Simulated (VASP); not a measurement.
Consider the following.

```cif
data_Cl3CsPb
_chemical_formula_sum 'Cs1 Pb1 Cl3'
_space_group_name_H-M_alt 'P 1'
_space_group_IT_number 1
_cell_length_a 5.64726
_cell_length_b 5.64726
_cell_length_c 5.64726
_cell_angle_alpha 90.000
_cell_angle_beta 90.000
_cell_angle_gamma 90.000
loop_
_space_group_symop_operation_xyz
  'x, y, z'
loop_
_atom_site_label
_atom_site_type_symbol
_atom_site_fract_x
_atom_site_fract_y
_atom_site_fract_z
_atom_site_occupancy
Cs1 Cs 0.00000 0.00000 0.00000 1
Pb1 Pb 0.50000 0.50000 0.50000 1
Cl1 Cl 0.50000 0.00000 0.50000 1
Cl2 Cl 0.00000 0.50000 0.50000 1
Cl3 Cl 0.50000 0.50000 0.00000 1
```

Method: vdW-DF-cx, VASP's PBE PAW potentials (set 64) (plane waves; VASP 6.6.1). Run with 520 eV cut-off, 4×4×4 Γ-centred mesh, Gaussian smearing of 0.050 eV, potentials Cs_sv Pb_d Cl.

Problem. Give the energy at these volumes per atom, relative to the lowest: 33.67, 34.74, 35.81, 36.89, 37.96 Å³.

Solution. 13.2, 3.6, 0.0, 1.4, 7.1 meV/atom. A third-order Birch-Murnaghan fit gives B0 = 24.3 GPa and B0′ = 4.9.

The compound is CsPbCl3 in the cubic perovskite structure, the ideal cubic form; the compound distorts at low or room temperature. It was relaxed first.
